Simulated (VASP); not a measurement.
Ti:

```
Ti
1.0
     2.95000    0.00000    0.00000
    -1.47500    2.55477    0.00000
     0.00000    0.00000    4.68000
Ti
2
Direct
  0.33333 0.66667 0.25000
  0.66667 0.33333 0.75000
```

```yaml
Program: VASP 6.6.1
Task: relaxation of cell and atoms
Functional: r2SCAN
Dispersion: rVV10
Potentials_or_basis: VASP PAW PBE potentials, release 64 (Ti_sv)
Cutoff: 520 eV
k_mesh: 18 × 18 × 10
Occupations: gaussian, width 0.1 eV
Spin: no spin polarisation
```

At the start: pressure -2.7 GPa; volume 17.64 Å³/atom.

Q: How do energy, volume and symmetry change on relaxing?

A: Over 8 steps the energy falls by 3.5 meV/atom and the volume is 17.23 Å³/atom (-2.3 %); space group P6_3/mmc (No. 194, to 0.05 Å).

Step by step:
```tsv
step	energy change (eV)	largest force (eV/Å)	pressure (GPa)	volume (Å³)
1	0.0000	0.0000	-2.67	35.27
2	-0.0020	0.0000	2.42	33.79
3	-0.0069	0.0000	0.00	34.46
4	-0.0069	0.0000	0.05	34.44
5	-0.0070	0.0000	0.05	34.44
6	-0.0070	0.0000	0.04	34.44
7	-0.0070	0.0000	-0.04	34.47
8	-0.0070	0.0000	-0.01	34.46
```

Final structure:
```
CELL_PARAMETERS angstrom
2.93152 0.00000 0.00000
-1.46576 2.53877 0.00000
0.00000 0.00000 4.63006
ATOMIC_POSITIONS crystal
Ti 0.33333 0.66667 0.25000
Ti 0.66667 0.33333 0.75000
```

Caveat: the PAW data sets were made with another functional, which shifts forces and pressure a little.
